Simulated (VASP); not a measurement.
Mg9Bi2Sb4: relaxation of cell and atoms with PBEsol

The system is Mg9Bi2Sb4.

```
Mg Bi Sb
1.0
     0.00040   -0.00023    7.24101
     6.87861    3.97381    0.00026
    -6.87648    3.97014   -0.00051
Mg Bi Sb
9 2 4
Direct
  0.63104 0.33333 0.33677
  0.63067 0.66946 0.99996
  0.63067 0.99720 0.66383
  0.36896 0.33333 0.99656
  0.36933 0.66946 0.66950
  0.36933 0.99720 0.33337
  0.00000 0.98350 0.99175
  0.00000 0.33333 0.66667
  0.00000 0.68317 0.34158
  0.21643 0.33333 0.33262
  0.78357 0.33333 0.00072
  0.22516 0.66665 0.00013
  0.22516 0.00002 0.66682
  0.77484 0.66665 0.66652
  0.77484 0.00002 0.33320
```

The cell was built by a generator and needn't be a form met in nature.

| Quantity | Value |
| --- | --- |
| Program | VASP 6.6.1 |
| Task | relaxation of cell and atoms |
| Functional | PBEsol |
| Potentials or basis | VASP PAW PBE potentials, release 64 (Mg, Bi_d, Sb) |
| Cutoff | 600 eV |
| k mesh | 6 × 6 × 6 |
| Occupations | gaussian, width 0.03 eV |
| Spin | no spin polarisation |
| Further INCAR settings | ALGO = Normal; EDIFF = 1e-07; IBRION = 2; EDIFFG = -0.005; NSW = 90; ISIF = 3 |

```json
{
  "Energy gained by relaxing": "0.0 meV/atom",
  "Ionic steps": "6",
  "Pressure after relaxing": "0.0 GPa",
  "Largest force after relaxing": "0.004 eV/Å",
  "Band gap on the k mesh": "0.08 eV, indirect (least direct gap 0.19 eV)"
}
```

Forces on the atoms (eV/Å):
```
Mg   0.000  0.000 -0.004
Mg   0.001  0.001  0.000
Mg   0.000 -0.001  0.000
Mg   0.000  0.000  0.004
Mg   0.000  0.001  0.000
Mg  -0.001 -0.001  0.000
Mg  -0.001 -0.002  0.000
Mg   0.000  0.000  0.000
Mg   0.001  0.002  0.000
Bi   0.000  0.000 -0.001
Bi   0.000  0.000  0.001
Sb   0.000  0.001  0.003
Sb   0.000  0.000  0.003
Sb   0.000  0.000 -0.003
Sb   0.000 -0.001 -0.003
```

Final structure:
```cif
data_structure
_symmetry_space_group_name_H-M 'P 1'
_symmetry_Int_Tables_number 1
_cell_length_a 7.2416
_cell_length_b 7.9435
_cell_length_c 7.9397
_cell_angle_alpha 119.984
_cell_angle_beta 90.005
_cell_angle_gamma 89.997
_cell_volume 395.60
loop_
_atom_site_label
_atom_site_type_symbol
_atom_site_fract_x
_atom_site_fract_y
_atom_site_fract_z
_atom_site_occupancy
Mg1 Mg 0.63065 0.33333 0.33670 1
Mg2 Mg 0.63092 0.66938 0.99995 1
Mg3 Mg 0.63092 0.99729 0.66391 1
Mg4 Mg 0.36935 0.33333 0.99663 1
Mg5 Mg 0.36908 0.66938 0.66943 1
Mg6 Mg 0.36908 0.99729 0.33338 1
Mg7 Mg 0.00000 0.98356 0.99178 1
Mg8 Mg 0.00000 0.33333 0.66667 1
Mg9 Mg 0.00000 0.68311 0.34155 1
Bi1 Bi 0.21614 0.33333 0.33250 1
Bi2 Bi 0.78386 0.33333 0.00084 1
Sb1 Sb 0.22512 0.66644 0.00018 1
Sb2 Sb 0.22512 0.00022 0.66707 1
Sb3 Sb 0.77488 0.66644 0.66626 1
Sb4 Sb 0.77488 0.00022 0.33315 1
```

Levels at points of the mesh, in eV from the valence-band top:
```tsv
k point	band 32	band 33	band 34	band 35	band 36	band 37
(0.00, 0.00, 0.00)	-0.40	-0.38	0.00	0.19	0.19	0.66
(0.50, 0.00, 0.00)	-0.75	-0.75	-0.73	1.44	1.44	1.64
(0.00, 0.50, 0.00)	-1.00	-0.86	-0.81	0.26	1.57	1.59
(0.50, 0.50, 0.00)	-1.58	-1.55	-1.42	0.41	1.11	1.65
(0.00, 0.00, 0.50)	-0.95	-0.88	-0.85	0.27	1.57	1.58
(0.50, 0.00, 0.50)	-1.57	-1.51	-1.48	0.42	1.11	1.62
```

It took 42 min on 1 × NVIDIA H100 80GB with 1 thread of AMD EPYC 7R13 Processor (Zen 3) (shared host), peak memory 2.3 GiB.

Caveat: the PAW data sets were made with another functional, which shifts forces and pressure a little; spin-orbit coupling is left out, which as a rule narrows the gap of such compounds by several tenths of an eV. A k mesh can miss the band edges.
